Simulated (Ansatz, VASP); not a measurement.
**Na3SF: VASP beside Ansatz**

```
F S Na
1.0
     5.14807    0.00000    0.00000
     0.00000    5.14807    0.00000
     0.00000    0.00000    5.14807
F S Na
1 1 3
Direct
  0.00000 0.00000 0.00000
  0.50000 0.50000 0.50000
  0.50000 0.50000 0.00000
  0.50000 0.00000 0.50000
  0.00000 0.50000 0.50000
```

Alike in both runs: task single point; functional PBE; k mesh 6 × 6 × 6; no spin polarisation.

|  | VASP | Ansatz |
| --- | --- | --- |
| version | VASP 6.6.1 | Ansatz 0.2.0 |
| potentials or method | VASP PAW PBE potentials, release 64 (F, S, Na_pv) | plane waves, PAW |
| plane-wave cutoff (eV) | 520 | 420 |
| occupations | gaussian, width 0.01 eV | fixed |
| valence electrons in the cell | 34 | 40 |

|  | VASP | Ansatz | Ansatz less VASP |
| --- | --- | --- | --- |
| gap on the k mesh at the Fermi level (eV) | 2.67 | 2.68 | +0.009 |
| pressure (GPa) | 0.4 | 0.4 | +0.01 |

The two sets of potentials don't hold the same shells in valence.

A k mesh can miss the band edges.
